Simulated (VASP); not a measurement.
```xyz
2
Lattice="0.0000 2.0020 2.0020 2.0020 0.0000 2.0020 2.0020 2.0020 0.0000" Properties=species:S:1:pos:R:3 pbc="T T T"
Li     0.0000     0.0000     0.0000
F      2.0020     2.0020     2.0020
```

Method: PBEsol GGA, VASP's PBE PAW potentials (set 64) (plane waves; VASP). Run with 600 eV cut-off, 10×10×10 Γ-centred mesh, Gaussian smearing of 0.050 eV, potentials Li_sv F.

Q: What does the run give for the energy per atom (σ→0), band gap (on the k-mesh) with the smallest direct gap where there is one?

A: 
```json
{
 "band gap (on the k-mesh)": "9.08 eV",
 "smallest direct gap (on the k-mesh)": "9.08 eV",
 "energy per atom (σ→0)": "-4.928 eV/atom"
}
```

The compound is LiF in the rock salt structure. It was relaxed first.
